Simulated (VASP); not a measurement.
Data:

```
Ge3Si
1.0
   -0.00214     5.60025     5.59599
    5.60025    -0.00214     5.59599
    2.79905     2.79905     0.00000
Si Ge
2 6
Cartesian
  2.79905   2.79905   0.03025
  1.39953   1.39953   1.36875
  2.78282   0.01623   2.78206
  4.21695   1.38115   4.21292
  0.01623   2.78282   2.78206
  1.38115   4.21695   4.21292
  2.79905   2.79905   5.59430
  4.19858   4.19858   6.99667
```

Calculation: PBEsol GGA, VASP's PBE PAW potentials (set 64) (plane waves; VASP). Settings: 400 eV cut-off, 4×4×8 Γ-centred mesh, tetrahedra with Blöchl corrections, potentials Si Ge_d.

The cores are frozen, which limits the accuracy of field gradients.

Task: Give the principal components of the electric field gradient (V/Å²) and the asymmetry η at each nucleus.

Result: 
```
atom  Vxx  Vyy    Vzz     η
----  ---  ---  -----  ----
Si1   4.5  0.5   -5.0  0.81
Si2   4.5  0.5   -5.0  0.81
Ge3   7.4  2.8  -10.3  0.45
Ge4   7.4  2.8  -10.3  0.45
Ge5   7.4  2.8  -10.3  0.45
Ge6   7.4  2.8  -10.3  0.45
Ge7   3.1  1.0   -4.1  0.51
Ge8   3.1  1.0   -4.1  0.50
```

The structure was generated: Ge6Si2 was put into an ordered model structure (Cmcm), which need not be its known phase. It was relaxed first.
